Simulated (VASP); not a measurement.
Given:

```
Mg2Sn
1.0
    0.00000     3.31186     3.31186
    3.31186     0.00000     3.31186
    3.31186     3.31186     0.00000
Mg Sn
2 1
Direct
  0.25000   0.25000   0.25000
  0.75000   0.75000   0.75000
  0.00000   0.00000   0.00000
```

Method: optB86b-vdW, VASP's PBE PAW potentials (set 64) (plane waves; VASP). Settings: 520 eV cut-off, 8×8×8 Γ-centred mesh, first-order Methfessel-Paxton smearing of 0.10 eV, potentials Mg Sn_d.

Unless said otherwise, spin-orbit coupling is left out, though it shifts the bands of the heavy elements here.

### Question
Predict the energy per atom (σ→0), pressure, band gap (on the k-mesh) with the smallest direct gap where there is one.

### Answer

```json
{
 "band gap (on the k-mesh)": "none (metal, semimetal or under 0.01 eV)",
 "energy per atom (σ→0)": "-0.500 eV/atom",
 "pressure": "3.02 GPa"
}
```

Only differences to runs with the same potentials and settings are physical.

The compound is Mg2Sn in the antifluorite structure. This cell is one point of a volume scan, at 0.94 of the reference volume.
